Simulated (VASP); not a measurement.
All values below come from LDA (Ceperley-Alder, Perdew-Zunger), VASP's LDA PAW potentials (set 64) (plane waves; VASP).

VASP input:

POSCAR:
```
C
1
    1.2235686551    -2.1192825917     0.0000000000
    1.2235686551     2.1192825917     0.0000000000
    0.0000000000     0.0000000000     6.6185441645
C
4
Direct
  0.0000000000   0.0000000000   0.2500000000
  0.0000000000   0.0000000000   0.7500000000
  0.3333330000   0.6666670000   0.2500000000
  0.6666670000   0.3333330000   0.7500000000
```

INCAR:
```
! general
SYSTEM=C
PREC  =Accurate
ENCUT =520   ! plane-wave cut-off (eV)
LREAL =.FALSE.
LASPH =.TRUE.

! electronic loop
EDIFF =1E-6   ! SCF stop (eV)
NELM  =100   ! most electronic steps
ALGO  =Normal

! smearing
ISMEAR=1   ! Methfessel-Paxton
SIGMA =0.1

! ions
IBRION=2   ! conjugate gradients
NSW   =60   ! most ionic steps
ISIF  =3   ! ions, shape and volume
EDIFFG=-0.02   ! ionic stop

! output
LWAVE =.FALSE.
LCHARG=.FALSE.
```

KPOINTS:
```
Automatic mesh
0
Gamma
13 13 4
0 0 0
```

POTCAR, in this order: C (LDA.64 set). Program: vasp_std.

Problem. What does the run give for the energy per atom (σ→0)?

Solution. 
```yaml
energy per atom (σ→0): -975.7 kJ/mol of atoms
```

### OSZICAR
```
...
DAV:   6    -0.411233479752E+02    0.21932E+01   -0.22604E+00  1780   0.104E+01    0.536E+00
DAV:   7    -0.404484989835E+02    0.67485E+00   -0.23128E+00  1764   0.106E+01    0.141E+00
DAV:   8    -0.404499481660E+02   -0.14492E-02   -0.79997E-02  1756   0.199E+00    0.160E-01
DAV:   9    -0.404492612497E+02    0.68692E-03   -0.21776E-03  1900   0.373E-01    0.679E-02
DAV:  10    -0.404492512692E+02    0.99806E-05   -0.15857E-04  1912   0.971E-02    0.357E-02
DAV:  11    -0.404492495728E+02    0.16964E-05   -0.36209E-06  1868   0.171E-02    0.164E-03
DAV:  12    -0.404492495344E+02    0.38350E-07   -0.24117E-07  1336   0.392E-03
   1 F= -.40449250E+02 E0= -.40449278E+02  d E =-.404492E+02
```

The compound is C in the graphite structure. It was relaxed first. The start is the result of an earlier pass.
